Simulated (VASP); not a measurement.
Given:

```xyz
2
Lattice="0.0000 2.3880 2.3880 2.3880 0.0000 2.3880 2.3880 2.3880 0.0000" Properties=species:S:1:pos:R:3 pbc="T T T"
Ca     0.0000     0.0000     0.0000
O      2.3880     2.3880     2.3880
```

Computed with PBEsol GGA, VASP's PBE PAW potentials (set 64) (plane waves; VASP). Run with 530 eV cut-off, 9×9×9 Γ-centred mesh, Gaussian smearing of 0.050 eV, potentials Ca_sv O.

Task: What does the run give for the energy per atom (σ→0)?

Result: 
* **energy per atom (σ→0)**: -6706 meV/atom

Only differences to runs with the same potentials and settings are physical.

The compound is CaO in the rock salt structure. It was relaxed first. The start is the result of an earlier pass.
